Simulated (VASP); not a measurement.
These are MS2 meta-GGA, VASP's PBE PAW potentials (set 64) (plane waves; VASP) values and carry that method's errors.

VASP ran on this input.

**KPOINTS**
```
Automatic mesh
0
Gamma
10 10 10
0 0 0
```

INCAR:
```
! general
SYSTEM  = NiO
PREC    = Accurate
ENCUT   = 520
LREAL   = .FALSE.
LASPH   = .TRUE.

! electronic loop
EDIFF   = 1E-7
NELM    = 100
ALGO    = Normal
LMAXMIX = 4
LMIXTAU = .TRUE.

! smearing
ISMEAR  = -5

! functional
METAGGA = MS2

! spin
ISPIN   = 2
MAGMOM  = 1.6 -1.6 0.0 0.0

! ions
ISIF    = 2

! output
LWAVE   = .FALSE.
LCHARG  = .FALSE.
LORBIT  = 11
NEDOS   = 601

! other
LEFG    = .TRUE.
```

### KPOINTS_OPT
```
k-points along high-symmetry lines
8
Line-mode
Reciprocal
  0.000000   0.000000   0.000000 ! GAMMA
  0.500000   0.500000   0.500000 ! T

  0.500000   0.500000   0.500000 ! T
  0.812500   0.187500   0.500000 ! H_2

  0.500000  -0.187500   0.187500 ! H_0
  0.500000  -0.000000  -0.000000 ! L

  0.500000  -0.000000  -0.000000 ! L
  0.000000   0.000000   0.000000 ! GAMMA

  0.000000   0.000000   0.000000 ! GAMMA
  0.343750  -0.343750   0.000000 ! S_0

  0.656250   0.000000   0.343750 ! S_2
  0.500000   0.000000   0.500000 ! F

  0.500000   0.000000   0.500000 ! F
  0.000000   0.000000   0.000000 ! GAMMA
```

**POSCAR**
```
NiO
1
    4.1482074089     2.0694599103     2.0694599103
    2.0694599103     4.1482074089     2.0694599103
    2.0694599103     2.0694599103     4.1482074089
Ni O
2 2
Direct
  0.0000000000   1.0000000000   1.0000000000
  0.5000000000   0.5000000000   0.5000000000
  0.2500000000   0.2500000000   0.2500000000
  0.7500000000   0.7500000000   0.7500000000
```

POTCAR, in this order: Ni O (PBE.64 set). Program: vasp_std.

What VASP printed:

File OSZICAR:
```
       N       E                     dE             d eps       ncg     rms          rms(c)
DAV:   1     0.225555313892E+03    0.22556E+03   -0.15018E+04  9504   0.198E+03
DAV:   2    -0.280554915350E+02   -0.25361E+03   -0.23861E+03  9468   0.398E+02
DAV:   3    -0.581756222092E+02   -0.30120E+02   -0.28279E+02 10780   0.154E+02
DAV:   4    -0.593287557690E+02   -0.11531E+01   -0.11417E+01 10660   0.323E+01
DAV:   5    -0.593636529756E+02   -0.34897E-01   -0.34823E-01 11340   0.509E+00    0.255E+01
DAV:   6    -0.410315031119E+02    0.18332E+02   -0.14063E+02 13368   0.196E+02    0.390E+01
DAV:   7    -0.332802321063E+02    0.77513E+01   -0.20370E+01 12236   0.126E+02    0.126E+01
DAV:   8    -0.342891763966E+02   -0.10089E+01   -0.48418E+00 11460   0.322E+01    0.819E+00
DAV:   9    -0.344429482848E+02   -0.15377E+00   -0.13599E+00 13572   0.181E+01    0.368E+00
DAV:  10    -0.344054475730E+02    0.37501E-01   -0.18072E-01 11404   0.692E+00    0.110E+00
DAV:  11    -0.343872152305E+02    0.18232E-01   -0.72083E-02 10488   0.290E+00    0.485E-01
DAV:  12    -0.343873991515E+02   -0.18392E-03   -0.13526E-02 10780   0.252E+00    0.124E-01
DAV:  13    -0.343869468998E+02    0.45225E-03   -0.83435E-04  9716   0.435E-01    0.761E-02
DAV:  14    -0.343871977704E+02   -0.25087E-03   -0.54780E-04 10364   0.224E-01    0.614E-02
DAV:  15    -0.343869750936E+02    0.22268E-03   -0.44842E-05 12956   0.939E-02    0.234E-02
DAV:  16    -0.343869250368E+02    0.50057E-04   -0.13417E-05 13820   0.549E-02    0.670E-03
DAV:  17    -0.343868993335E+02    0.25703E-04   -0.38371E-06 13052   0.208E-02    0.444E-03
DAV:  18    -0.343869062268E+02   -0.68933E-05   -0.48600E-07  7900   0.851E-03    0.133E-03
DAV:  19    -0.343869102149E+02   -0.39882E-05   -0.97815E-08  4696   0.408E-03    0.853E-04
DAV:  20    -0.343869127370E+02   -0.25221E-05   -0.37227E-08  4688   0.229E-03    0.261E-04
DAV:  21    -0.343869134660E+02   -0.72896E-06   -0.59880E-09  4668   0.109E-03    0.121E-04
DAV:  22    -0.343869133644E+02    0.10159E-06   -0.10389E-09  4672   0.473E-04    0.705E-05
DAV:  23    -0.343869133718E+02   -0.73533E-08   -0.32855E-10  4664   0.206E-04
   1 F= -.34386913E+02 E0= -.34386913E+02  d E =0.000000E+00  mag=    -0.0000
       N       E                     dE             ncg
```

### OUTCAR
```
------------------------ aborting loop because EDIFF is reached ----------------------------------------
  FORCE on cell =-STRESS in cart. coord.  units (eV):
  Direction    XX          YY          ZZ          XY          YZ          ZX
  --------------------------------------------------------------------------------------
  Total       -0.0012205     -0.0012205     -0.0012205     -0.0026227     -0.0026227     -0.0026227
  in kB       -0.0546078     -0.0546078     -0.0546078     -0.1173414     -0.1173414     -0.1173414
  external PRESSURE =      -0.0546078 kB  Pullay stress =       0.0000000 kB
  volume of cell :       35.81
      direct lattice vectors                 reciprocal lattice vectors
     4.148207409  2.069459910  2.069459910     0.360928964 -0.120129943 -0.120129943
     2.069459910  4.148207409  2.069459910    -0.120129943  0.360928964 -0.120129943
     2.069459910  2.069459910  4.148207409    -0.120129943 -0.120129943  0.360928964
 POSITION                                       TOTAL-FORCE (eV/Angst)
 -----------------------------------------------------------------------------------
      0.00000      0.00000      0.00000         0.000000     -0.000000      0.000000
      4.14356      4.14356      4.14356        -0.000000      0.000000      0.000000
      2.07178      2.07178      2.07178         0.000000     -0.000000      0.000000
      6.21535      6.21535      6.21535        -0.000000      0.000000     -0.000000
 -----------------------------------------------------------------------------------
    total drift:                                0.000000     -0.000000     -0.000000
  FREE ENERGIE OF THE ION-ELECTRON SYSTEM (eV)
  ---------------------------------------------------
  free  energy   TOTEN  =       -34.3869133718 eV

  energy  without entropy=      -34.3869133718  energy(sigma->0) =      -34.38691337

 total charge

# of ion       s       p       d       tot
------------------------------------------
    1        0.364   0.450   8.213   9.026
    2        0.364   0.450   8.213   9.026
    3        1.585   3.465   0.000   5.050
    4        1.585   3.465   0.000   5.050
--------------------------------------------------
tot          3.897   7.830  16.426  28.153

 magnetization (x)

# of ion       s       p       d       tot
------------------------------------------
    1       -0.002  -0.007   1.580   1.572
    2        0.002   0.007  -1.580  -1.572
    3        0.000   0.000   0.000   0.000
    4        0.000   0.000   0.000   0.000
--------------------------------------------------
tot          0.000   0.000   0.000   0.000

 Electric field gradients after diagonalization (V/A^2)
 (convention: |V_zz| > |V_xx| > |V_yy|)
----------------------------------------------------------------------
 ion       V_xx      V_yy      V_zz     asymmetry (V_yy - V_xx)/ V_zz
----------------------------------------------------------------------
   1       0.063     0.063    -0.127       0.000
   2       0.063     0.063    -0.127       0.000
   3       1.823     1.823    -3.645       0.000
   4       1.823     1.823    -3.645       0.000
```
(Selected blocks of OUTCAR.)

The compound is NiO in the rock salt, AFM-II order structure. It was relaxed first.
